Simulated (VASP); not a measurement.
A convergence study with VASP on CsPbBr$_{3}$ (space group Pm-3m): one setting is varied, all else stays as given below, so the limit is that of these other settings.

```yaml
crystal:
  lattice:
    - [5.84065, 0.00000, 0.00000]
    - [0.00000, 5.84065, 0.00000]
    - [0.00000, 0.00000, 5.84065]
  atoms:
    - { symbol: Cs, position: [0.00000, 0.00000, 0.00000] }
    - { symbol: Pb, position: [0.50000, 0.50000, 0.50000] }
    - { symbol: Br, position: [0.50000, 0.00000, 0.50000] }
    - { symbol: Br, position: [0.00000, 0.50000, 0.50000] }
    - { symbol: Br, position: [0.50000, 0.50000, 0.00000] }
```

The numbers are results of LDA (Ceperley-Alder, Perdew-Zunger), VASP's LDA PAW potentials (set 64) (plane waves; VASP 6.6.1), not measurements. The tightest run used: 360 eV cut-off, 4×4×4 Γ-centred mesh, Gaussian smearing of 0.010 eV, potentials Cs_sv Pb_d Br.

Task: The settings run are ENCUT = 150; ENCUT = 180; ENCUT = 210; ENCUT = 255; ENCUT = 300; ENCUT = 360. From which on does the mean ε∞ stay within 0.05  of the tightest run?

Result: From ENCUT = 180 on: it is off by 0.04 there and by no more than 0.05 in any finer run, while ENCUT = 150 is off by 0.22.
```csv
setting,mean ε∞,highest Γ mode (cm⁻¹),plane waves,difference judged ()
ENCUT = 150,6.84,96.3,847,0.22
ENCUT = 180,7.03,101.2,1108,0.04
ENCUT = 210,7.06,101.2,1406,0.01
ENCUT = 255,7.07,97.7,1856,0.00
ENCUT = 300,7.07,98.9,2373,0.00
ENCUT = 360,7.07,98.9,3136,0.00
```

Left out are rungs that failed or repeat a setting and relaxations that didn't move; long series are thinned to 24 rows.

The structure is a typed CsPbBr3 crystal (space group no. 221). The cell was not relaxed at this level.
